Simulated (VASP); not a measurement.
Cost and result of VASP (PAW) for the bulk modulus of In (bct). Static lattice, third-order Birch-Murnaghan fit over five volumes. The cost counts the five points of the equation of state, each on the mesh and cut-off of its row, so the ratios hold those differences too. With PBE it took about 9 core-minutes. The timings are rough (shared machines, no repeats); factors under 2 mean little.

Measured: 44.7 GPa at 0 K (as given by K. Lejaeghere et al., Critical reviews in solid state and materials sciences/CRC critical reviews in solid state and materials sciences (2013), arXiv:1204.2733; extrapolated to 0 K and zero-point effects removed (source: thermally corrected experimental values)).

```json
[
 {"level": "PBE", "k-mesh": "16×16×16", "cut-off (eV)": "520", "bulk modulus (GPa)": "35.1", "error (%)": "-21.4", "cost over PBE": "reference"},
 {"level": "PBEsol", "k-mesh": "16×16×16", "cut-off (eV)": "520", "bulk modulus (GPa)": "45.5", "error (%)": "+1.7", "cost over PBE": "within a factor of 2"},
 {"level": "LDA", "k-mesh": "16×16×16", "cut-off (eV)": "520", "bulk modulus (GPa)": "[?]", "error (%)": "[?]", "cost over PBE": "within a factor of 2"},
 {"level": "optB86b-vdW", "k-mesh": "16×16×16", "cut-off (eV)": "520", "bulk modulus (GPa)": "39.0", "error (%)": "-12.7", "cost over PBE": "within a factor of 2"},
 {"level": "r2SCAN", "k-mesh": "16×16×16", "cut-off (eV)": "520", "bulk modulus (GPa)": "[?]", "error (%)": "[?]", "cost over PBE": "[?]"}
]
```

Some entries are withheld; supply them.

- LDA, bulk modulus (GPa): 50.7
- LDA, error (%): +13.5
- r2SCAN, bulk modulus (GPa): 43.0
- r2SCAN, error (%): -3.9
- r2SCAN, cost over PBE: about 7 times

Left out are levels that failed, ran on another kind of processor or have no fit band path; at most nine are shown.

The compound is In in the bct structure.
